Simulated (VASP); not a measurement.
These are RPBE GGA, VASP's PBE PAW potentials (set 64) (plane waves; VASP) values and carry that method's errors.

A VASP calculation is set up with these files.

**KPOINTS**
```
Automatic mesh
0
Gamma
8 8 5
0 0 0
```

**POSCAR**
```
SiC
1.0
  1.5207343616  -2.6339889346   0.0000000000
  1.5207343616   2.6339889346   0.0000000000
  0.0000000000   0.0000000000   4.9933498187
Si C
2 2
direct
  0.6666670000   0.3333330000   0.4995633789
  0.3333330000   0.6666670000   0.9995633789
  0.6666670000   0.3333330000   0.8754366211
  0.3333330000   0.6666670000   0.3754366211
```

**INCAR**
```
SYSTEM = SiC
PREC = Accurate
ENCUT = 520
EDIFF = 1E-7
NELM = 100
ALGO = Normal
LREAL = .FALSE.
LASPH = .TRUE.
ISMEAR = 0
SIGMA = 0.05
GGA = RP
LWAVE = .FALSE.
LCHARG = .FALSE.
ISIF = 4
IBRION = 2
NSW = 30
EDIFFG = -0.01
```

POTCAR, in this order: Si C (PBE.64 set). Program: vasp_std.

The resulting files:

### OUTCAR
```
 ion  position               nearest neighbor table
   1  0.667  0.333  0.500-   4 1.86   4 1.86   4 1.86   3 1.88   2 3.05   2 3.05   2 3.05   2 3.05
                             2 3.05   2 3.05
   2  0.333  0.667  1.000-   3 1.86   3 1.86   3 1.86   4 1.88   1 3.05   1 3.05   1 3.05   1 3.05
                             1 3.05   1 3.05
   3  0.667  0.333  0.875-   2 1.86   2 1.86   2 1.86   1 1.88
   4  0.333  0.667  0.375-   1 1.86   1 1.86   1 1.86   2 1.88
  LATTYP: Found a hexagonal cell.
 ALAT       =     3.0414685115
 C/A-ratio  =     1.6417562108
 Subroutine PRICEL returns:
 Original cell was already a primitive cell.
 Subroutine GETGRP returns: Found 12 space group operations
The static configuration has the point symmetry C_3v.
 The point group associated with its full space group is C_6v.
The dynamic configuration has the point symmetry C_3v.
 Subroutine INISYM returns: Found 12 space group operations
 Subroutine IBZKPT returns following result:
 Found     30 irreducible k-points:

 Following reciprocal coordinates:
            Coordinates               Weight
  0.000000  0.000000  0.000000      1.000000
  0.125000 -0.000000  0.000000      6.000000
  0.250000 -0.000000  0.000000      6.000000
...
```

OSZICAR:
```
       N       E                     dE             d eps       ncg     rms          rms(c)
DAV:   1     0.383244580764E+02    0.38324E+02   -0.76305E+03   720   0.121E+03
DAV:   2    -0.293495090855E+02   -0.67674E+02   -0.62474E+02  1068   0.186E+02
DAV:   3    -0.322604312908E+02   -0.29109E+01   -0.28986E+01   944   0.393E+01
DAV:   4    -0.322898689538E+02   -0.29438E-01   -0.29419E-01   904   0.476E+00
DAV:   5    -0.322903362428E+02   -0.46729E-03   -0.46721E-03   928   0.564E-01    0.138E+01
DAV:   6    -0.286457279656E+02    0.36446E+01   -0.10195E+01   888   0.206E+01    0.650E+00
DAV:   7    -0.285321857399E+02    0.11354E+00   -0.10370E+00   920   0.678E+00    0.270E+00
DAV:   8    -0.285255835728E+02    0.66022E-02   -0.48864E-02   860   0.167E+00    0.555E-01
DAV:   9    -0.285261846846E+02   -0.60111E-03   -0.66563E-03   876   0.662E-01    0.154E-01
DAV:  10    -0.285266350359E+02   -0.45035E-03   -0.78244E-04   828   0.218E-01    0.489E-02
DAV:  11    -0.285266595071E+02   -0.24471E-04   -0.13694E-04   872   0.917E-02    0.773E-03
DAV:  12    -0.285266622182E+02   -0.27111E-05   -0.51110E-06   872   0.190E-02    0.378E-03
DAV:  13    -0.285266626118E+02   -0.39361E-06   -0.56449E-07   888   0.626E-03    0.260E-03
DAV:  14    -0.285266626357E+02   -0.23878E-07   -0.99501E-08   588   0.246E-03
   1 F= -.28526663E+02 E0= -.28526663E+02  d E =-.285267E+02
       N       E                     dE             d eps       ncg     rms          rms(c)
DAV:   1    -0.285268101782E+02   -0.14757E-03   -0.15147E-02   892   0.104E+00    0.865E-02
DAV:   2    -0.285266798923E+02    0.13029E-03   -0.51176E-04   900   0.205E-01    0.429E-02
DAV:   3    -0.285266029602E+02    0.76932E-04   -0.14244E-04   916   0.104E-01    0.784E-03
DAV:   4    -0.285266038233E+02   -0.86311E-06   -0.21165E-05   868   0.334E-02    0.539E-03
DAV:   5    -0.285266036742E+02    0.14910E-06   -0.33933E-07   876   0.551E-03    0.313E-03
DAV:   6    -0.285266036246E+02    0.49596E-07   -0.16091E-07   544   0.344E-03
   2 F= -.28526604E+02 E0= -.28526604E+02  d E =0.590111E-04
       N       E                     dE             d eps       ncg     rms          rms(c)
DAV:   1    -0.285267941751E+02   -0.19050E-03   -0.51246E-03   888   0.606E-01    0.503E-02
DAV:   2    -0.285267504347E+02    0.43740E-04   -0.17293E-04   900   0.119E-01    0.249E-02
DAV:   3    -0.285267245263E+02    0.25908E-04   -0.48244E-05   924   0.602E-02    0.452E-03
DAV:   4    -0.285267248386E+02   -0.31225E-06   -0.71193E-06   872   0.194E-02    0.313E-03
DAV:   5    -0.285267247852E+02    0.53423E-07   -0.10225E-07   576   0.317E-03
   3 F= -.28526725E+02 E0= -.28526725E+02  d E =-.621495E-04
```

**OUTCAR**
```
------------------------ aborting loop because EDIFF is reached ----------------------------------------
  FORCE on cell =-STRESS in cart. coord.  units (eV):
  Direction    XX          YY          ZZ          XY          YZ          ZX
  --------------------------------------------------------------------------------------
  Total        3.5943037      3.5943030      3.5775447      0.0000000     -0.0000000      0.0000000
  in kB      143.9580837    143.9580560    143.2868563      0.0000000     -0.0000000      0.0000000
  external PRESSURE =     143.7343320 kB  Pullay stress =       0.0000000 kB
  volume of cell :       40.00
      direct lattice vectors                 reciprocal lattice vectors
     1.521187089 -2.634773073  0.000000000     0.328690668 -0.189769664 -0.000000000
     1.521187089  2.634773073 -0.000000000     0.328690668  0.189769664  0.000000000
     0.000000000 -0.000000000  4.990378090     0.000000000  0.000000000  0.200385618
  FREE ENERGIE OF THE ION-ELECTRON SYSTEM (eV)
  ---------------------------------------------------
  free  energy   TOTEN  =       -28.5267247852 eV

  energy  without entropy=      -28.5267247852  energy(sigma->0) =      -28.52672479

 reached required accuracy - stopping structural energy minimisation
```
(Selected blocks of OUTCAR.)

### CONTCAR
```
SiC
   1.00000000000000
     1.5211870891689276   -2.6347730726801060    0.0000000000000000
     1.5211870891689276    2.6347730726801060   -0.0000000000000000
     0.0000000000000000   -0.0000000000000000    4.9903780898715668
  Si              C
     2     2
Direct
     0.6666669999999968    0.3333330000000032    0.4996251804338321
     0.3333330000000032    0.6666669999999968    0.9996251804338321
     0.6666669999999968    0.3333330000000032    0.8753748195661679
     0.3333330000000032    0.6666669999999968    0.3753748195661679
```

The compound is SiC in the wurtzite structure, the rare 2H polytype. This cell is one point of a volume scan, at 0.94 of the reference volume. Symmetry was kept, so distortions that lower it aren't found.
